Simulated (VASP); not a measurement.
Consider the following.

```xyz
2
Lattice="0.0000 3.0251 3.0251 3.0251 0.0000 3.0251 3.0251 3.0251 0.0000" Properties=species:S:1:pos:R:3 pbc="T T T"
Ga     0.0000     0.0000     0.0000
Sb     1.5125     1.5125     1.5125
```

These are LDA (Ceperley-Alder, Perdew-Zunger), VASP's LDA PAW potentials (set 64) (plane waves; VASP 6.6.1) values and carry that method's errors. Run with 400 eV cut-off, Gaussian smearing of 0.050 eV, potentials Ga_d Sb.

Unless said otherwise, spin-orbit coupling is left out, though it shifts the bands of the heavy elements here.

**Question.** What does the run give for the band gap (along the path) with the smallest direct gap where there is one?

**Answer.** 
- band gap (along the path) = 0.11 eV
- smallest direct gap (along the path) = 0.11 eV

Only differences to runs with the same potentials and settings are physical.

The compound is GaSb in the zinc blende structure. It was relaxed first.
